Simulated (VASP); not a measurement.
Method: vdW-DF-cx, VASP's PBE PAW potentials (set 64) (plane waves; VASP 6.6.1).

The input files of a VASP run:

**KPOINTS**
```
k-points along high-symmetry lines
15
Line-mode
Reciprocal
  0.000000   0.000000   0.000000 ! GAMMA
  0.000000   0.500000   0.000000 ! X

  0.000000   0.500000   0.000000 ! X
  0.500000   0.500000   0.000000 ! M

  0.500000   0.500000   0.000000 ! M
  0.000000   0.000000   0.000000 ! GAMMA

  0.000000   0.000000   0.000000 ! GAMMA
  0.500000   0.500000   0.500000 ! R

  0.500000   0.500000   0.500000 ! R
  0.000000   0.500000   0.000000 ! X

  0.500000   0.500000   0.500000 ! R
  0.500000   0.500000   0.000000 ! M
```

### POSCAR
```
FeAl
1
    2.8487156525     0.0000000000     0.0000000000
    0.0000000000     2.8487156525     0.0000000000
    0.0000000000     0.0000000000     2.8487156525
Al Fe
1 1
Direct
  0.5000000000   0.5000000000   0.5000000000
  0.0000000000   0.0000000000   0.0000000000
```

INCAR:
```
# general
SYSTEM    =  FeAl
PREC      =  Accurate
ENCUT     =  520
LREAL     =  .FALSE.   # projection in real space or not
LASPH     =  .TRUE.
ICHARG    =  11   # fixed density

# electronic loop
EDIFF     =  1E-7
NELM      =  100   # most electronic steps
ALGO      =  Normal
LMAXMIX   =  4   # l cut-off of mixed one-centre charges

# smearing
ISMEAR    =  0   # Gaussian
SIGMA     =  0.05   # width (eV)

# functional
GGA       =  CX
LUSE_VDW  =  .TRUE.
AGGAC     =  0.0

# output
LWAVE     =  .FALSE.
LCHARG    =  .FALSE.
LORBIT    =  11   # lm-projected
```

POTCAR, in this order: Al Fe (PBE.64 set). Program: vasp_std. Read from the step before: CHGCAR.

Output

File OUTCAR:
```
 ion  position               nearest neighbor table
   1  0.500  0.500  0.500-   2 2.47   2 2.47   2 2.47   2 2.47   2 2.47   2 2.47   2 2.47   2 2.47
  LATTYP: Found a simple cubic cell.
 ALAT       =     2.8487156525
 Subroutine PRICEL returns:
 Original cell was already a primitive cell.
 Subroutine GETGRP returns: Found 48 space group operations
The static configuration has the point symmetry O_h .
The dynamic configuration has the point symmetry O_h .
 Subroutine INISYM returns: Found 48 space group operations
   k-points           NKPTS =     90   k-points in BZ     NKDIM =     90   number of bands    NBANDS=      9
   number of dos      NEDOS =    301   number of ions     NIONS =      2
   total plane-waves  NPLWV =  13824
   dimension x,y,z NGX =    24 NGY =   24 NGZ =   24
   dimension x,y,z NGXF=    48 NGYF=   48 NGZF=   48
   ions per type =               1   1
   PREC   = accura    normal or accurate (medium, high low for compatibility)
   ISTART =      0    job   : 0-new  1-cont  2-samecut
   ICHARG =     11    charge: 1-file 2-atom 10-const
   ISPIN  =      1    spin polarized calculation?
   LNONCOLLINEAR =      F non collinear calculations
   LSORBIT =      F    spin-orbit coupling
   INIWAV =      1    electr: 0-lowe 1-rand  2-diag
   ENCUT  =  520.0 eV  38.22 Ry    6.18 a.u.   5.30  5.30  5.30*2*pi/ulx,y,z
   NELM   =    100;   NELMIN=  2; NELMDL= -5     # of ELM steps
   EDIFF  = 0.1E-06   stopping-criterion for ELM
   LREAL  =      F    real-space projection
   NLSPLINE    = F    spline interpolate recip. space projectors
   LMAXMIX     =    4 max onsite mixed and CHGCAR
   VOSKOWN=      0    Vosko Wilk Nusair interpolation
   EDIFFG = 0.1E-05   stopping-criterion for IOM
   NSW    =      0    number of steps for IOM
   NBLOCK =      1;   KBLOCK =      1    inner block; outer block
   IBRION =     -1    ionic relax: 0-MD 1-quasi-New 2-CG
   NFREE  =      0    steps in history (QN), initial steepest desc. (CG)
   ISIF   =      2    stress and relaxation
   ISYM   =      2    0-nonsym 1-usesym 2-fastsym
   TEIN   =    0.0    initial temperature
   TEBEG  =    0.0;   TEEND  =   0.0 temperature during run
   SMASS  =  -3.00    Nose mass-parameter (am)
...
```

### OSZICAR
```
       N       E                     dE             d eps       ncg     rms          rms(c)
DAV:   1     0.361916636388E+02    0.36192E+02   -0.52405E+03  1628   0.127E+03
DAV:   2    -0.779304812790E+01   -0.43985E+02   -0.41311E+02  1622   0.180E+02
DAV:   3    -0.873522737165E+01   -0.94218E+00   -0.93578E+00  2111   0.362E+01
DAV:   4    -0.874923946298E+01   -0.14012E-01   -0.13987E-01  2012   0.378E+00
DAV:   5    -0.874955444647E+01   -0.31498E-03   -0.31497E-03  1971   0.500E-01
DAV:   6    -0.874956954821E+01   -0.15102E-04   -0.15101E-04  2176   0.981E-02
DAV:   7    -0.874956997430E+01   -0.42609E-06   -0.42662E-06  1995   0.124E-02
DAV:   8    -0.874956999234E+01   -0.18043E-07   -0.17121E-07  1541   0.198E-03
   1 F= -.87495700E+01 E0= -.87491314E+01  d E =-.877237E-03
```

**OUTCAR**
```
 val. band max:        8.5006704571   @ k =   0.3929   0.5000   0.3929

 cond. band min:       8.6297149071   @ k =   0.4286   0.4286   0.4286



 k-point     1 :       0.0000    0.0000    0.0000
  band No.  band energies     occupation
      1      -2.3114      2.00000
      2       5.7985      2.00000
      3       5.7985      2.00000
      4       8.2531      2.00000
      5       8.2531      2.00000
      6       8.2531      2.00000
      7      14.7700      0.00000
      8      14.7700      0.00000
      9      14.7700      0.00000

 k-point     2 :       0.0000    0.0357    0.0000
  band No.  band energies     occupation
      1      -2.2870      2.00000
      2       5.7964      2.00000
      3       5.8062      2.00000
      4       8.2369      2.00000
      5       8.2369      2.00000
      6       8.2548      2.00000
      7      14.5171      0.00000
      8      14.8064      0.00000
      9      14.8064      0.00000

 k-point     3 :       0.0000    0.0714    0.0000
  band No.  band energies     occupation
      1      -2.2137      2.00000
      2       5.7881      2.00000
      3       5.8291      2.00000
      4       8.1899      2.00000
      5       8.1899      2.00000
      6       8.2596      2.00000
      7      13.9270      0.00000
      8      14.9141      0.00000
      9      14.9141      0.00000

 k-point     4 :       0.0000    0.1071    0.0000
  band No.  band energies     occupation
      1      -2.0921      2.00000
      2       5.7682      2.00000
      3       5.8664      2.00000
      4       8.1162      2.00000
      5       8.1162      2.00000
      6       8.2675      2.00000
      7      13.2141      0.00000
      8      15.0892      0.00000
      9      15.0892      0.00000

 k-point     5 :       0.0000    0.1429    0.0000
  band No.  band energies     occupation
      1      -1.9226      2.00000
      2       5.7266      2.00000
      3       5.9166      2.00000
      4       8.0219      2.00000
...
```

The density is held fixed in this step, so its total energy and stress have no physical meaning.

The compound is FeAl in the CsCl type structure. It was relaxed first, which changed the volume by -6 %. The run is not spin-polarised, so no magnetic state was tried. The electron count is odd and the run is not spin-polarised, which forces a metal.
